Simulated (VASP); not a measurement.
Here is the system:

```yaml
crystal:
  lattice:
    - [-1.60821, 1.60821, 1.60821]
    - [1.60821, -1.60821, 1.60821]
    - [1.60821, 1.60821, -1.60821]
  atoms:
    - { symbol: Al, position: [0.00000, 0.00000, 0.00000] }
```

Computed with PBEsol GGA, VASP's PBE PAW potentials (set 64) (plane waves; VASP). Settings: 400 eV cut-off, Gaussian smearing of 0.050 eV, potentials Al.

Task: What does the run give for the band gap (along the path) with the smallest direct gap where there is one?

Result: 
The band gap (along the path) is none (metal, semimetal or under 0.01 eV).

Only differences to runs with the same potentials and settings are physical.

The structure was generated: Al was put into the bcc type (Im-3m), which need not be its known phase. It was relaxed first.
